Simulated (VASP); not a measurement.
Output of a VASP run:

### OSZICAR
```
...
RMM:   7    -0.541679138305E+03   -0.11293E-03   -0.15775E-04   317   0.323E-02    0.205E-02
RMM:   8    -0.541679142706E+03   -0.44011E-05   -0.33271E-05   223   0.135E-02
   8 F= -.54167914E+03 E0= -.54165093E+03  d E =-.149049E-01
       N       E                     dE             d eps       ncg     rms          rms(c)
DAV:   1    -0.541680984479E+03   -0.18462E-02   -0.46356E-01   360   0.189E+00    0.154E-01
RMM:   2    -0.541682592713E+03   -0.16082E-02   -0.84069E-03   320   0.248E-01    0.583E-01
RMM:   3    -0.541681435190E+03    0.11575E-02   -0.11132E-03   320   0.920E-02    0.122E-01
RMM:   4    -0.541681513319E+03   -0.78128E-04   -0.27250E-04   320   0.445E-02    0.105E-01
RMM:   5    -0.541681530770E+03   -0.17452E-04   -0.90167E-05   293   0.210E-02    0.132E-01
RMM:   6    -0.541681464473E+03    0.66297E-04   -0.76499E-05   291   0.202E-02    0.150E-02
RMM:   7    -0.541681470649E+03   -0.61757E-05   -0.11127E-05   195   0.866E-03
   9 F= -.54168147E+03 E0= -.54165326E+03  d E =-.172328E-01
       N       E                     dE             d eps       ncg     rms          rms(c)
DAV:   1    -0.541683209964E+03   -0.17455E-02   -0.85748E-01   344   0.264E+00    0.220E-01
RMM:   2    -0.541687920694E+03   -0.47107E-02   -0.16660E-02   320   0.350E-01    0.106E+00
RMM:   3    -0.541683801966E+03    0.41187E-02   -0.24751E-03   320   0.137E-01    0.163E-01
RMM:   4    -0.541684202243E+03   -0.40028E-03   -0.58113E-04   321   0.670E-02    0.149E-01
RMM:   5    -0.541684241467E+03   -0.39225E-04   -0.18673E-04   317   0.305E-02    0.187E-01
RMM:   6    -0.541684104661E+03    0.13681E-03   -0.18127E-04   320   0.315E-02    0.227E-02
RMM:   7    -0.541684116793E+03   -0.12131E-04   -0.25090E-05   212   0.131E-02    0.768E-03
RMM:   8    -0.541684117209E+03   -0.41662E-06   -0.51752E-06   192   0.505E-03
  10 F= -.54168412E+03 E0= -.54165591E+03  d E =-.264656E-02
       N       E                     dE             d eps       ncg     rms          rms(c)
DAV:   1    -0.541684330285E+03   -0.21349E-03   -0.46404E-02   376   0.615E-01    0.509E-02
RMM:   2    -0.541684580480E+03   -0.25020E-03   -0.90712E-04   320   0.817E-02    0.247E-01
RMM:   3    -0.541684362028E+03    0.21845E-03   -0.13454E-04   318   0.320E-02    0.385E-02
RMM:   4    -0.541684380894E+03   -0.18866E-04   -0.30865E-05   214   0.156E-02    0.231E-02
RMM:   5    -0.541684393298E+03   -0.12404E-04   -0.11693E-05   196   0.717E-03    0.659E-02
RMM:   6    -0.541684376283E+03    0.17016E-04   -0.10441E-05   193   0.743E-03    0.586E-03
RMM:   7    -0.541684378129E+03   -0.18466E-05   -0.14972E-06   183   0.351E-03
  11 F= -.54168438E+03 E0= -.54165617E+03  d E =-.290748E-02
       N       E                     dE             d eps       ncg     rms          rms(c)
DAV:   1    -0.541684915938E+03   -0.53966E-03   -0.13742E-01   336   0.105E+00    0.101E-01
RMM:   2    -0.541686375532E+03   -0.14596E-02   -0.28671E-03   320   0.141E-01    0.624E-01
RMM:   3    -0.541684886023E+03    0.14895E-02   -0.45982E-04   320   0.609E-02    0.580E-02
RMM:   4    -0.541685040708E+03   -0.15468E-03   -0.11771E-04   316   0.309E-02    0.281E-02
RMM:   5    -0.541685105097E+03   -0.64389E-04   -0.58504E-05   267   0.163E-02    0.137E-01
RMM:   6    -0.541685033710E+03    0.71387E-04   -0.22605E-05   209   0.111E-02    0.110E-02
RMM:   7    -0.541685042380E+03   -0.86700E-05   -0.46453E-06   192   0.637E-03
  12 F= -.54168504E+03 E0= -.54165683E+03  d E =-.664251E-03
```

File OUTCAR:
```
------------------------ aborting loop because EDIFF is reached ----------------------------------------
  FORCE on cell =-STRESS in cart. coord.  units (eV):
  Direction    XX          YY          ZZ          XY          YZ          ZX
  --------------------------------------------------------------------------------------
  Total       -9.7691928     -9.7914659     -9.8356227      2.2412544      2.3710421      2.3440918
  in kB      -41.0918472    -41.1855337    -41.3712690      9.4273177      9.9732395      9.8598793
  external PRESSURE =     -41.2162166 kB  Pullay stress =       0.0000000 kB
  volume of cell :      380.90
      direct lattice vectors                 reciprocal lattice vectors
     7.248884826  0.000000000  0.000000000     0.137952254  0.000000000  0.000000000
     0.000000000  7.248884826  0.000000000     0.000000000  0.137952254  0.000000000
     0.000000000  0.000000000  7.248884826     0.000000000  0.000000000  0.137952254
  FREE ENERGIE OF THE ION-ELECTRON SYSTEM (eV)
  ---------------------------------------------------
  free  energy   TOTEN  =      -541.6850423799 eV

  energy  without entropy=     -541.6286236266  energy(sigma->0) =     -541.65683300

 reached required accuracy - stopping structural energy minimisation
```
(Selected blocks of OUTCAR.)

POSCAR:
```
B31N31O
1
    7.2488848260     0.0000000000     0.0000000000
    0.0000000000     7.2488848260     0.0000000000
   -0.0000000000    -0.0000000000     7.2488848260
B N O
31 31 1
Direct
  0.5051650000   0.0064810000   0.0051060000
  0.7490380000   0.2486490000   0.0003140000
  0.7536090000   0.0029370000   0.2516550000
  0.0000000000   0.0000000000   0.0000000000
  0.2440660000   0.2461930000  -0.0014710000
  0.4934820000   0.4979490000  -0.0016460000
  0.7500000000   0.7500000000   0.0000000000
  0.2540880000  -0.0064730000   0.2493840000
  0.7517570000   0.4960620000   0.2451720000
  0.5060810000   0.0061320000   0.4982670000
  0.7495970000   0.2432070000   0.4940230000
  0.7500000000   0.0000000000   0.7500000000
  0.0000000000   0.5000000000   0.0000000000
  0.2500000000   0.7500000000   0.0000000000
  0.0000000000   0.2500000000   0.2500000000
  0.2536430000   0.5042410000   0.2472150000
  0.5000000000   0.7500000000   0.2500000000
  0.0000000000   0.0000000000   0.5000000000
  0.2500080000   0.2494790000   0.4930950000
  0.5014580000   0.4996120000   0.4980510000
  0.7500000000   0.7500000000   0.5000000000
  0.2500000000   0.0000000000   0.7500000000
  0.5000000000   0.2500000000   0.7500000000
  0.7500000000   0.5000000000   0.7500000000
  0.0000000000   0.7500000000   0.2500000000
  0.0000000000   0.5000000000   0.5000000000
  0.2500000000   0.7500000000   0.5000000000
  0.0000000000   0.2500000000   0.7500000000
  0.2500000000   0.5000000000   0.7500000000
  0.5000000000   0.7500000000   0.7500000000
  0.0000000000   0.7500000000   0.7500000000
  0.6254270000   0.1213030000   0.1182420000
  0.8747010000   0.3757660000   0.1256000000
  0.8739780000   0.1220830000   0.3815540000
  0.1316790000   0.1198530000   0.1225400000
  0.3804790000   0.3728630000   0.1317050000
  0.6286540000   0.6310690000   0.1225060000
  0.8750000000   0.8750000000   0.1250000000
  0.3790130000   0.1317580000   0.3761610000
  0.8750000000   0.6250000000   0.3750000000
  0.6263240000   0.1272400000   0.6251460000
  0.8750000000   0.3750000000   0.6250000000
  0.8750000000   0.1250000000   0.8750000000
  0.1250000000   0.6250000000   0.1250000000
  0.3750000000   0.8750000000   0.1250000000
  0.1205570000   0.3766560000   0.3758610000
  0.3699980000   0.6268730000   0.3681990000
  0.6250000000   0.8750000000   0.3750000000
  0.1250000000   0.1250000000   0.6250000000
  0.3817630000   0.3802230000   0.6210890000
  0.6250000000   0.6250000000   0.6250000000
  0.8750000000   0.8750000000   0.6250000000
  0.3750000000   0.1250000000   0.8750000000
  0.6250000000   0.3750000000   0.8750000000
  0.8750000000   0.6250000000   0.8750000000
  0.1250000000   0.8750000000   0.3750000000
  0.1250000000   0.6250000000   0.6250000000
  0.3750000000   0.8750000000   0.6250000000
  0.1250000000   0.3750000000   0.8750000000
  0.3750000000   0.6250000000   0.8750000000
  0.6250000000   0.8750000000   0.8750000000
  0.1250000000   0.8750000000   0.8750000000
  0.6186230000   0.3742590000   0.3706870000
```

### Question
Reconstruct the remaining input files.

### Answer
One answer among several that fit: the input of the run itself, PBE GGA, plane waves, VASP's PBE PAW potentials (set 64).

**KPOINTS**
```
Automatic mesh
0
Gamma
1 1 1
0 0 0
```

**INCAR**
```
# general
SYSTEM=B31N31O
PREC  =Normal
ENCUT =400   # plane-wave cut-off (eV)
LREAL =Auto
LASPH =.True.   # aspherical one-centre terms
ISYM  =0

# electronic loop
EDIFF =1E-5   # SCF stop (eV)
NELM  =100
NELMIN=4
ALGO  =Fast

# smearing
ISMEAR=0
SIGMA =0.05   # width (eV)

# functional
GGA   =PE

# ions
IBRION=2   # conjugate gradients
NSW   =70   # most ionic steps
ISIF  =2
EDIFFG=-0.03   # ionic stop

# output
LWAVE =.True.
LCHARG=.False.
```

POTCAR, in this order: B N O (PBE.64 set). Program: vasp_gam.

At this cut-off the stress carries a Pulay error, which pulls relaxed volumes low. The supercell is sampled at Γ alone, which is coarse: total energies, pressure and levels can be off, energies of defects by several tenths of an eV.

The cell is a supercell with a defect, built from BN (zinc blende): O_N-vac_B. The run is not spin-polarised, so no state with unpaired spins was tried.
